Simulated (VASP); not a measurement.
Output of a VASP run:

**OSZICAR**
```
       N       E                     dE             d eps       ncg     rms          rms(c)
DAV:   1    -0.312600625458E+03   -0.31260E+03   -0.14779E+01   324   0.711E+00    0.122E+01
DAV:   2    -0.312744902305E+03   -0.14428E+00   -0.67472E-01   398   0.132E+00    0.837E+00
DAV:   3    -0.312711588499E+03    0.33314E-01   -0.24086E-02   376   0.273E-01    0.489E+00
DAV:   4    -0.312695722877E+03    0.15866E-01   -0.92487E-03   358   0.147E-01    0.271E+00
DAV:   5    -0.312690192268E+03    0.55306E-02   -0.35831E-03   358   0.853E-02    0.144E+00
DAV:   6    -0.312688177758E+03    0.20145E-02   -0.84036E-04   366   0.450E-02    0.767E-01
DAV:   7    -0.312687428325E+03    0.74943E-03   -0.26603E-04   358   0.274E-02    0.402E-01
DAV:   8    -0.312687164915E+03    0.26341E-03   -0.10097E-04   360   0.176E-02    0.205E-01
DAV:   9    -0.312687077341E+03    0.87574E-04   -0.35059E-05   264   0.107E-02    0.105E-01
DAV:  10    -0.312687050557E+03    0.26784E-04   -0.16034E-05   232   0.786E-03    0.502E-02
DAV:  11    -0.312687043828E+03    0.67290E-05   -0.71146E-06   216   0.501E-03
   1 F= -.31268704E+03 E0= -.31268704E+03  d E =-.343524E-14
```

File OUTCAR:
```
------------------------ aborting loop because EDIFF is reached ----------------------------------------
  volume of cell :     1727.79
      direct lattice vectors                 reciprocal lattice vectors
    11.999521733  0.000000000  0.000000000     0.083336655  0.000000000  0.000000000
     0.000000000 11.999521733  0.000000000     0.000000000  0.083336655  0.000000000
     0.000000000  0.000000000 11.999521733     0.000000000  0.000000000  0.083336655
  FREE ENERGIE OF THE ION-ELECTRON SYSTEM (eV)
  ---------------------------------------------------
  free  energy   TOTEN  =      -312.6870438278 eV

  energy  without entropy=     -312.6870438278  energy(sigma->0) =     -312.68704383

  exchange ACFDT corr.  =         0.00000000  see jH, gK, PRB 81, 115126
```
(Selected blocks of OUTCAR.)

POSCAR:
```
In31SnP32
1
   11.9995217332     0.0000000000     0.0000000000
    0.0000000000    11.9995217332     0.0000000000
    0.0000000000     0.0000000000    11.9995217332
In P Sn
31 32 1
Direct
  0.4999434503   0.0002136397   0.0003498737
  0.7503745859   0.2495397789   0.0007857473
  0.7505099900   0.0005316682   0.2497831950
  0.9999821235   0.0000090452   0.0000030937
  0.2497257240   0.2493821362   0.9997878797
  0.4999519153   0.4999585293   0.0002161494
  0.7503740234   0.7503670597   0.9994193790
  0.2496318836   0.9998288428   0.2496689757
  0.4983229018   0.2494133468   0.2496144517
  0.7504902246   0.5019541626   0.2496059695
  0.5001072628   0.0001267721   0.5000580256
  0.7506035984   0.2494808600   0.5019724871
  0.7503165787   0.9996156977   0.7504490495
  0.9997757396   0.4998863500   0.0004230982
  0.2496144179   0.7505444730   0.0008501376
  0.9994501861   0.2495484515   0.2496230408
  0.2494690012   0.4982190921   0.2494267213
  0.5019661748   0.7506418094   0.2495818272
  0.9996792042   0.0000382437   0.4999219302
  0.2492915665   0.2493638057   0.4983970723
  0.7506326480   0.7506095877   0.4983583686
  0.2496448071   0.0005169272   0.7504828452
  0.5018120669   0.2493458629   0.7508021280
  0.7507374508   0.4981006772   0.7508446618
  0.0005909899   0.7505836528   0.2498237103
  0.0001355858   0.5000677670   0.4999882866
  0.2493757603   0.7509186814   0.5018412048
  0.0006380037   0.2495813958   0.7505199804
  0.2491014433   0.5018814962   0.7508840380
  0.4980968455   0.7507791289   0.7508675670
  0.9994172538   0.7505201656   0.7502760485
  0.6248918916   0.1255037345   0.1258382094
  0.8742716905   0.3751854392   0.1259202173
  0.8744195209   0.1257539967   0.3752265090
  0.1249045501   0.1249478770   0.1250052961
  0.3750096370   0.3747742337   0.1245246428
  0.6252245305   0.6252934634   0.1243290409
  0.8750928302   0.8750465477   0.1249654389
  0.3749948748   0.1245193044   0.3751404614
  0.6236754710   0.3764061788   0.3764502542
  0.8757392745   0.6253408335   0.3749758997
  0.6251755177   0.1243752913   0.6252421109
  0.8758482851   0.3748786371   0.6253649286
  0.8750117005   0.1249733124   0.8751894114
  0.1254524922   0.6248758418   0.1257974330
  0.3751987852   0.8746136248   0.1258907786
  0.1244128789   0.3747926299   0.3748480233
  0.3762228014   0.6237920754   0.3763368866
  0.6253391655   0.8757495735   0.3750368665
  0.1255172682   0.1253577317   0.6248071838
  0.3761218809   0.3763455063   0.6240233919
  0.6237052201   0.6237402423   0.6239920375
  0.8742983776   0.8746165320   0.6248866554
  0.3751243442   0.1256221140   0.8746522082
  0.6251909534   0.3747390433   0.8758757144
  0.8745766224   0.6248603669   0.8744323120
  0.1256692571   0.8748377440   0.3751857504
  0.1242805038   0.6254305412   0.6252145389
  0.3749111092   0.8758354062   0.6252416299
  0.1256398787   0.3750468400   0.8749790616
  0.3746691302   0.6251799902   0.8759071393
  0.6247603262   0.8746425451   0.8745789688
  0.1249573865   0.8750549227   0.8751296484
  0.4997804362   0.5000597719   0.5002894070
```

Problem. Reconstruct the remaining input files.

Solution. One answer among several that fit: the input of the run itself, HSE06 screened hybrid, plane waves, VASP's PBE PAW potentials (set 64).

### KPOINTS
```
Automatic mesh
0
Gamma
1 1 1
0 0 0
```

### INCAR
```
SYSTEM = In31SnP32
PREC = Normal; ENCUT = 400; LREAL = Auto
LASPH = .TRUE.; ISYM = 0; NELECT = 258.0
EDIFF = 1E-5; NELM = 50; NELMIN = 4
ALGO = Normal; LMAXMIX = 4
ISMEAR = 0; SIGMA = 0.05
GGA = PE; LHFCALC = .TRUE.; AEXX = 0.25
HFSCREEN = 0.2; PRECFOCK = Fast
ISIF = 0
LWAVE = .FALSE.; LCHARG = .FALSE.
```

POTCAR, in this order: In P Sn (PBE.64 set). Program: vasp_gam. Read from the step before: WAVECAR.

The cell is charged, with a uniform compensating background. The supercell is sampled at Γ alone, which is coarse: total energies, pressure and levels can be off, energies of defects by several tenths of an eV.

The cell is a supercell with a defect, built from InP (zinc blende): Sn_In, charge -1. The cell's shape comes from a PBE relaxation. The run is not spin-polarised, so no state with unpaired spins was tried.
